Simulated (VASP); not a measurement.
Computed with PBE GGA with spin-orbit coupling, VASP's PBE PAW potentials (set 64) (plane waves; VASP).

Input for VASP

### INCAR
```
PREC=Accurate
LASPH=.TRUE.
LWAVE=.FALSE.
ISMEAR=1   ! Methfessel-Paxton
LCHARG=.FALSE.
SIGMA=0.1
ENCUT=400
NELM=100   ! most electronic steps
LMAXMIX=4
LREAL=.FALSE.   ! projection in real space or not
MAGMOM=9*0
ISIF=2
GGA=PE   ! PBE
ALGO=Normal
LSORBIT=.TRUE.
SYSTEM=CoSi2
GGA_COMPAT=.FALSE.
EDIFF=1E-6   ! SCF stop (eV)
```

### POSCAR
```
CoSi2
1
    0.0000000000     2.7336000000     2.7336000000
    2.7336000000     0.0000000000     2.7336000000
    2.7336000000     2.7336000000     0.0000000000
Co Si
1 2
Direct
  0.0000000000   0.0000000000   0.0000000000
  0.2500000000   0.2500000000   0.2500000000
  0.7500000000   0.7500000000   0.7500000000
```

### KPOINTS
```
Automatic mesh
0
Gamma
7 7 7
0 0 0
```

POTCAR, in this order: Co Si (PBE.64 set). Program: vasp_ncl.

### Question
What does the run give for the energy per atom (σ→0), pressure, band gap (on the k-mesh)?

### Answer

```json
{
 "energy per atom (σ→0)": "-6.412 eV/atom",
 "band gap (on the k-mesh)": "none (metal, semimetal or under 0.01 eV)",
 "pressure": "-95.0 kbar"
}
```

### OSZICAR
```
...
DAV:   8    -0.192866586875E+02   -0.12942E+00   -0.22159E+00  1280   0.125E+01    0.227E+00
DAV:   9    -0.192360875167E+02    0.50571E-01   -0.16563E-01  1280   0.874E+00    0.623E-01
DAV:  10    -0.192355492836E+02    0.53823E-03   -0.91761E-03  1224   0.126E+00    0.246E-01
DAV:  11    -0.192354823271E+02    0.66956E-04   -0.82422E-04  1360   0.567E-01    0.646E-02
DAV:  12    -0.192354955368E+02   -0.13210E-04   -0.97390E-05  1520   0.156E-01    0.391E-02
DAV:  13    -0.192355186607E+02   -0.23124E-04   -0.59503E-05  1080   0.104E-01    0.195E-02
DAV:  14    -0.192355191724E+02   -0.51173E-06   -0.23712E-06  1184   0.200E-02
   1 F= -.19235519E+02 E0= -.19235404E+02  d E =-.344060E-03  mag=     0.0000     0.0000     0.0000
```

The compound is CoSi2 in the fluorite structure. The cell was not relaxed at this level.
